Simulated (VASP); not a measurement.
# TaWC₂: response to an epitaxial strain

TaWC₂, R-3m (no. 166), 12 atoms in the cell. PBE, relaxations at fixed in-plane lattice; PAW potentials W_sv, Ta_pv, C (PBE set).

## Input

INCAR.step1:
```
PREC     = Accurate       # precision mode
ENCUT    = 550            # plane-wave cutoff, eV
EDIFF    = 1E-7           # SCF threshold, eV
ISMEAR   = 1              # smearing method
SIGMA    = 0.1            # smearing width, eV
LREAL    = F              # projectors in reciprocal space
LASPH    = T              # aspherical terms in the spheres
NELM     = 100            # most SCF steps
ALGO     = Normal         # electronic algorithm
LWAVE    = F              # write WAVECAR
LCHARG   = F              # write CHGCAR
IBRION   = 2              # ionic algorithm
NSW      = 40             # ionic steps
ISIF     = 3              # what is computed and relaxed
EDIFFG   = -0.01          # ionic threshold
POTIM    = 0.5            # step
KPAR     = 8             
```

INCAR.step2, as INCAR.step1 but for:
```
+ LATTICE_CONSTRAINTS = .FALSE. .FALSE. .TRUE.
```

KPOINTS:
```
k-points
0
Gamma
  10 10 2
```

POSCAR.step1:
```
TaWC2
1.0
    3.1437102900      0.0000000000      0.0000000000
   -1.5718551500      2.7225329800      0.0000000000
    0.0000000000      0.0000000000     15.3048590200
W Ta C
3 3 6
Direct
    0.0000000000      0.0000000000      0.0000000000
    0.6666666700      0.3333333300      0.3333333300
    0.3333333300      0.6666666700      0.6666666700
    0.6666666700      0.3333333300      0.8333333300
    0.3333333300      0.6666666700      0.1666666700
    0.0000000000      0.0000000000      0.5000000000
    0.3333333300      0.6666666700      0.9175996700
    0.0000000000      0.0000000000      0.7490670000
    0.0000000000      0.0000000000      0.2509330000
    0.6666666700      0.3333333300      0.0824003300
    0.6666666700      0.3333333300      0.5842663300
    0.3333333300      0.6666666700      0.4157336700
```

POSCAR.step2:
```
TaWC2
1.0
    3.1395095832      0.0000000000      0.0000000000
   -1.5697547966      2.7188950612      0.0000000000
    0.0000000000      0.0000000000     15.2584273940
W Ta C
3 3 6
Direct
    0.0000000000      0.0000000000      0.0000000000
    0.6666666700      0.3333333300      0.3333333300
    0.3333333300      0.6666666700      0.6666666700
    0.6666666700      0.3333333300      0.8333333300
    0.3333333300      0.6666666700      0.1666666700
    1.0000000000      1.0000000000      0.5000000000
    0.3333333300      0.6666666700      0.9179433957
    0.0000000000      0.0000000000      0.7487232743
    0.0000000000      0.0000000000      0.2512767257
    0.6666666700      0.3333333300      0.0820566043
    0.6666666700      0.3333333300      0.5846100557
    0.3333333300      0.6666666700      0.4153899443
```

POSCAR.step3:
```
TaWC2
1.0
    3.0767193916      0.0000000000      0.0000000000
   -1.5383597007      2.6645171600      0.0000000000
    0.0000000000      0.0000000000     15.2584273940
W Ta C
3 3 6
Direct
    0.0000000000      0.0000000000      0.0000000000
    0.6666666700      0.3333333300      0.3333333300
    0.3333333300      0.6666666700      0.6666666700
    0.6666666700      0.3333333300      0.8333333300
    0.3333333300      0.6666666700      0.1666666700
    1.0000000000      1.0000000000      0.5000000000
    0.3333333300      0.6666666700      0.9179433957
    0.0000000000      0.0000000000      0.7487232743
    0.0000000000      0.0000000000      0.2512767257
    0.6666666700      0.3333333300      0.0820566043
    0.6666666700      0.3333333300      0.5846100557
    0.3333333300      0.6666666700      0.4153899443
```

POSCAR.step4:
```
TaWC2
1.0
    3.1081144874      0.0000000000      0.0000000000
   -1.5540572486      2.6917061106      0.0000000000
    0.0000000000      0.0000000000     15.2584273940
W Ta C
3 3 6
Direct
    0.0000000000      0.0000000000      0.0000000000
    0.6666666700      0.3333333300      0.3333333300
    0.3333333300      0.6666666700      0.6666666700
    0.6666666700      0.3333333300      0.8333333300
    0.3333333300      0.6666666700      0.1666666700
    1.0000000000      1.0000000000      0.5000000000
    0.3333333300      0.6666666700      0.9179433957
    0.0000000000      0.0000000000      0.7487232743
    0.0000000000      0.0000000000      0.2512767257
    0.6666666700      0.3333333300      0.0820566043
    0.6666666700      0.3333333300      0.5846100557
    0.3333333300      0.6666666700      0.4153899443
```

POSCAR.step5:
```
TaWC2
1.0
    3.1709046791      0.0000000000      0.0000000000
   -1.5854523446      2.7460840118      0.0000000000
    0.0000000000      0.0000000000     15.2584273940
W Ta C
3 3 6
Direct
    0.0000000000      0.0000000000      0.0000000000
    0.6666666700      0.3333333300      0.3333333300
    0.3333333300      0.6666666700      0.6666666700
    0.6666666700      0.3333333300      0.8333333300
    0.3333333300      0.6666666700      0.1666666700
    1.0000000000      1.0000000000      0.5000000000
    0.3333333300      0.6666666700      0.9179433957
    0.0000000000      0.0000000000      0.7487232743
    0.0000000000      0.0000000000      0.2512767257
    0.6666666700      0.3333333300      0.0820566043
    0.6666666700      0.3333333300      0.5846100557
    0.3333333300      0.6666666700      0.4153899443
```

POSCAR.step6:
```
TaWC2
1.0
    3.2022997749      0.0000000000      0.0000000000
   -1.6011498925      2.7732729624      0.0000000000
    0.0000000000      0.0000000000     15.2584273940
W Ta C
3 3 6
Direct
    0.0000000000      0.0000000000      0.0000000000
    0.6666666700      0.3333333300      0.3333333300
    0.3333333300      0.6666666700      0.6666666700
    0.6666666700      0.3333333300      0.8333333300
    0.3333333300      0.6666666700      0.1666666700
    1.0000000000      1.0000000000      0.5000000000
    0.3333333300      0.6666666700      0.9179433957
    0.0000000000      0.0000000000      0.7487232743
    0.0000000000      0.0000000000      0.2512767257
    0.6666666700      0.3333333300      0.0820566043
    0.6666666700      0.3333333300      0.5846100557
    0.3333333300      0.6666666700      0.4153899443
```

Commands (each step's output is kept before the next begins):
```
cat potpaw_PBE.64/W_sv/POTCAR potpaw_PBE.64/Ta_pv/POTCAR potpaw_PBE.64/C/POTCAR > POTCAR
cp INCAR.step1 INCAR
cp POSCAR.step1 POSCAR
mpirun -np 8 vasp_std > vasp.out
# POSCAR: the relaxed cell with a and b scaled by 1
cp INCAR.step2 INCAR
cp POSCAR.step2 POSCAR
mpirun -np 8 vasp_std > vasp.out
# POSCAR: the relaxed cell with a and b scaled by 0.98
cp POSCAR.step3 POSCAR
mpirun -np 8 vasp_std > vasp.out
# POSCAR: the relaxed cell with a and b scaled by 0.99
cp POSCAR.step4 POSCAR
mpirun -np 8 vasp_std > vasp.out
# POSCAR: the relaxed cell with a and b scaled by 1.01
cp POSCAR.step5 POSCAR
mpirun -np 8 vasp_std > vasp.out
# POSCAR: the relaxed cell with a and b scaled by 1.02
cp POSCAR.step6 POSCAR
mpirun -np 8 vasp_std > vasp.out
```

## Result

- d ln c / d ln a, c relaxed at each in-plane lattice: -0.89
- Biaxial modulus (GPa): 572

Cells held at set in-plane strains, c relaxed:

| In-plane strain (%) | c (Å) | In-plane stress (GPa, compression positive) | Energy (meV/atom) |
|---|---|---|---|
| -2.0 | 15.5652 | 11.36 | 16.0 |
| -1.0 | 15.3996 | 5.86 | 4.5 |
| 0.0 | 15.2584 | 0.01 | 0.0 |
| 1.0 | 15.1388 | -6.03 | 4.2 |
| 2.0 | 15.0128 | -11.32 | 15.9 |

Limits: a metal's c can move with the k mesh, which wasn't varied here.

VASP 6.6.1 took 789 s on 8 cores (Intel Xeon Platinum 8375C @ 2.90GHz (Ice Lake)), a shared host.
